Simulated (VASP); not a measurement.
Given:

```xyz
6
Lattice="3.1278 0.0000 0.0000 -1.5639 2.7088 0.0000 0.0000 0.0000 22.3251" Properties=species:S:1:pos:R:3 pbc="T T T"
W      0.0000     1.8059    14.1910
W      1.5639     0.9029     8.1341
S      0.0000     1.8059     6.5726
S      1.5639     0.9029    15.7525
S      1.5639     0.9029    12.6269
S      0.0000     1.8059     9.6982
```

Computed with LDA (Ceperley-Alder, Perdew-Zunger), VASP's LDA PAW potentials (set 64) (plane waves; VASP). Settings: 400 eV cut-off, 9×9×2 Γ-centred mesh, tetrahedra with Blöchl corrections, potentials W_sv S.

The cell holds a wide vacuum, so values per volume refer to the whole cell. The cores are frozen, which limits the accuracy of field gradients.

Question: Give the principal components of the electric field gradient (V/Å²) and the asymmetry η at each nucleus.

Answer: 
| atom | Vxx | Vyy | Vzz | η |
|---|---|---|---|---|
| W1 | 80.7 | 80.7 | -161.4 | 0.00 |
| W2 | 80.7 | 80.7 | -161.4 | 0.00 |
| S3 | 25.2 | 25.2 | -50.4 | 0.00 |
| S4 | 25.2 | 25.2 | -50.4 | 0.00 |
| S5 | 22.4 | 22.4 | -44.9 | 0.00 |
| S6 | 22.4 | 22.4 | -44.9 | 0.00 |

The cell is a sheet with vacuum, built from a database entry that may be metastable or hypothetical.
